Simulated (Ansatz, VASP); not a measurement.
# Cross-check of CuSe2O5 between VASP and Ansatz, part 2 of 2

Aim: how closely do two programs agree when they are given the same cell, functional and k mesh? The cell is taken from a series of runs on this material, whose earlier steps may have relaxed, scaled, displaced or heated it; both programs get it as it stands.

VASP 6.6.1 and Ansatz 0.2.0.

So far: The starting structure; Ansatz: single point, PBEsol, DFT+U.

## Step 3: VASP: single point, PBEsol, DFT+U

Level of this step: PBEsol, DFT+U (Cu d 6 eV), spin-polarised from an antiferromagnetic start; plane waves and PAW (Cu, Se, O) (VASP).

The same cell, functional, mesh and smearing now go to VASP, with its own data sets.

Lines of VASP's logs that name or quote its potential files are left out, and so is its time.

Contents of INCAR:

```
SYSTEM = CuSe2O5
PREC = Accurate
ENCUT = 520
EDIFF = 1E-06
NELM = 200
ISMEAR = -1
SIGMA = 0.05
LREAL = Auto
ALGO = Normal
GGA = PS
NBANDS = 128
ISPIN = 2
MAGMOM = 0.61 -0.61 0.62 -0.62 0 -0 0 -0 0.01 -0.01 -0.01 0.01 0 -0 -0.02 0.02 0.05 -0.05 -0.05 0.05 0.06 -0.06 0.06 -0.06 -0.05 0.05 0.05 -0.05 0.06 -0.06 0.06 -0.06
LDAU = .TRUE.
LDAUTYPE = 2
LDAUL = 2 -1 -1
LDAUU = 6 0 0
LDAUJ = 0 0 0
LDAUPRINT = 1
LASPH = .TRUE.
LMAXMIX = 4
LORBIT = 11
LWAVE = .FALSE.
LCHARG = .FALSE.
ISIF = 2
GGA_COMPAT = .FALSE.
```

Contents of POSCAR:

```
CuSe2O5
1.0
    6.1934500000     -2.4349500000      0.0000000000
   12.3869000000      4.8699000000      0.0000000000
    3.2057857678      2.4349500000      7.4122284993
Cu Se O
4 8 20
Direct
    0.5000000000      0.0000000000      0.5000000000
    0.5000000000      0.5000000000      0.5000000000
    0.5000000000      0.2500000000      0.0000000000
    0.5000000000      0.7500000000      0.0000000000
    0.0754000000      0.6872850000      0.8298300000
    0.0754000000      0.1872850000      0.8298300000
    0.7956000000      0.1272150000      0.6701700000
    0.7956000000      0.6272150000      0.6701700000
    0.9246000000      0.3127150000      0.1701700000
    0.9246000000      0.8127150000      0.1701700000
    0.2044000000      0.8727850000      0.3298300000
    0.2044000000      0.3727850000      0.3298300000
    0.1180000000      0.0660000000      0.7500000000
    0.1180000000      0.5660000000      0.7500000000
    0.8820000000      0.9340000000      0.2500000000
    0.8820000000      0.4340000000      0.2500000000
    0.8503000000      0.8708000000      0.6593000000
    0.8503000000      0.3708000000      0.6593000000
    0.5991000000      0.6545000000      0.8407000000
    0.5991000000      0.1545000000      0.8407000000
    0.1497000000      0.1292000000      0.3407000000
    0.1497000000      0.6292000000      0.3407000000
    0.4009000000      0.3455000000      0.1593000000
    0.4009000000      0.8455000000      0.1593000000
    0.8537000000      0.7056500000      0.9874000000
    0.8537000000      0.2056500000      0.9874000000
    0.6013000000      0.8168500000      0.5126000000
    0.6013000000      0.3168500000      0.5126000000
    0.1463000000      0.2943500000      0.0126000000
    0.1463000000      0.7943500000      0.0126000000
    0.3987000000      0.1831500000      0.4874000000
    0.3987000000      0.6831500000      0.4874000000
```

Contents of KPOINTS:

```
Automatic mesh
0
Gamma
7 4 4
0 0 0
```

The projector-augmented-wave data sets are Cu, Se and O (PBE family, release 64).

The run is started by

```
$ export OMP_NUM_THREADS=4
$ mpirun -np 1 vasp_std
```

Numbers of over 12 decimals in the logs are rounded to 6 here.

Output:

```text
[banner, memory and clock lines left out]
running    1 mpi-ranks, on    1 nodes
[...]
Offloading initialized ...    1 GPUs detected
[...]
|                                                                             |
|               ----> ADVICE to this user running VASP <----                  |
|                                                                             |
|     You enforced a specific xc type in the INCAR file but a different       |
|     [... a line on the potential file left out ...]
|     I HOPE YOU KNOW WHAT YOU ARE DOING!                                     |
|                                                                             |

 LDA part: xc-table for (Slater+PW92), standard interpolation
 POSCAR, INCAR and KPOINTS ok, starting setup
[...]
entering main loop
       N       E                     dE             d eps       ncg     rms          rms(c)
DAV:   1     0.294825716297E+04    0.29483E+04   -0.93427E+04 29696   0.181E+03
DAV:   2     0.393370645017E+03   -0.25549E+04   -0.24170E+04 33240   0.501E+02
DAV:   3    -0.134650036142E+03   -0.52802E+03   -0.50018E+03 32152   0.237E+02
DAV:   4    -0.196066103178E+03   -0.61416E+02   -0.60404E+02 45520   0.850E+01
[...]
DAV:  16    -0.169270421900E+03   -0.17926E-04   -0.11950E-04 44352   0.942E-02    0.171E-02
DAV:  17    -0.169270423111E+03   -0.12112E-05   -0.15326E-05 44656   0.331E-02    0.103E-02
DAV:  18    -0.169270423623E+03   -0.51261E-06   -0.32550E-06 27104   0.349E-02
   1 F= -.16927042E+03 E0= -.16927042E+03  d E =-.184814E-07  mag=     0.0000
```

Parts of OUTCAR (step 3):

```text
  Total        0.8389386      7.0645942     10.4284767     -0.0281290     -0.0137968     -4.9136517
  in kB        3.0061405     25.3143236     37.3680111     -0.1007938     -0.0494378    -17.6069233
  external PRESSURE =      21.8961584 kB  Pullay stress =       0.0000000 kB

 POSITION                                       TOTAL-FORCE (eV/Angst)
 -----------------------------------------------------------------------------------
      4.69962      0.00000      3.70611        -0.001605      0.019169     -0.000020
     10.89307      2.43495      3.70611        -0.001605      0.019169     -0.000020
      6.19345      0.00000      0.00000         0.001050      0.019034     -0.000304
     12.38690      2.43495      0.00000         0.001050      0.019034     -0.000304
     11.64057      5.18401      6.15089         0.499543     -0.752538      0.195322
      5.44712      2.74906      6.15089         0.499543     -0.752538      0.195322
      8.65173      0.31411      4.96745        -0.499953     -0.751121     -0.190047
     14.84518      2.74906      4.96745        -0.499953     -0.751121     -0.190047
     10.14556     -0.31411      1.26134        -0.504242      0.786927     -0.189626
     16.33901      2.12084      1.26134        -0.504242      0.786927     -0.189626
     13.13441      4.55579      2.44478         0.504876      0.786278      0.182707
      6.94096      2.12084      2.44478         0.504876      0.786278      0.182707
      3.95270      1.86030      5.55917         0.001270     -0.426407     -0.000190
     10.14615      4.29525      5.55917         0.001270     -0.426407     -0.000190
[...]
-----------------------------------------------------------------------------------
    total drift:                                0.000000     -0.000259      0.000006

  FREE ENERGIE OF THE ION-ELECTRON SYSTEM (eV)
  ---------------------------------------------------
  free  energy   TOTEN  =      -169.2704236233 eV

  energy  without entropy=     -169.2704236048  energy(sigma->0) =     -169.27042361

 magnetization (x)
# of ion       s       p       d       tot
------------------------------------------
    1       -0.002  -0.001   0.690   0.687
    2        0.002   0.001  -0.690  -0.687
    3       -0.001  -0.001   0.691   0.689
    4        0.001   0.001  -0.691  -0.689
    5        0.000  -0.000   0.000  -0.000
    6       -0.000   0.000  -0.000   0.000
    7       -0.000   0.000   0.000   0.000
    8        0.000  -0.000  -0.000  -0.000
    9        0.000   0.015   0.004   0.019
   10       -0.000  -0.015  -0.004  -0.019
   11       -0.001  -0.015  -0.004  -0.019
   12        0.001   0.015   0.004   0.019
   13       -0.000   0.000   0.000   0.000
[...]
--------------------------------------------------
tot          0.000   0.000   0.000   0.000

[... 2 further parts left out ...]
```

The run ends at a pressure of 2.19 GPa, with forces up to 1.1 eV/Å.

## Step 4: Differences

Known differences besides the potentials themselves: VASP starts from the moments at which Ansatz ended; U acts on the PAW sphere in VASP and on atomic orbitals in Ansatz, so only states and trends compare; the data sets hold 324 valence electrons in Ansatz (on its default PAW (the set named soft_2) files) and 212 in VASP; the cutoff is 420 eV in Ansatz and 520 eV in VASP (PREC = Accurate, projectors in real space); Ansatz makes its cores anew for this functional, VASP keeps those of its PBE data sets; site moments are counted in spheres of each program's own size. Total energies have different zeros and are not compared.

Compared:

```csv
quantity,Ansatz,VASP,difference
moment on Cu4 (μB),-0.62,-0.69,+0.07
moment on Cu3 (μB),0.62,0.69,-0.07
moment on Cu2 (μB),-0.61,-0.69,+0.07
moment on Cu1 (μB),0.61,0.69,-0.07
moment on O30 (μB),-0.06,-0.05,-0.01
moment on O29 (μB),0.06,0.05,+0.01
moment on O24 (μB),-0.06,-0.05,-0.01
moment on O23 (μB),0.06,0.05,+0.01
```

## Step 5: Results

```
difference in moment on Cu2 (single point, PBEsol, DFT+U) : 0.073 μB
```

**Reading.** The difference in moment on Cu2 is 0.073 μB (single point, PBEsol, DFT+U). The data sets hold unlike numbers of valence electrons (324 in Ansatz and 212 in VASP), so part of the differences comes from the potentials. How closely two codes agree says nothing of how well the functional describes the real material.

[Lines on the potential files, build, host, timing and source positions are cut from VASP's logs without a mark.]

[Logs are printed without paths, hosts, clocks, repeated set-up lines and the standing remarks that a program may print on its own settings, such as how far it seeks lower states.]

[Hosts, paths, dates, database ids (printed as entryN), source tags and the programs' standing remarks are cut or masked in the printed files.]
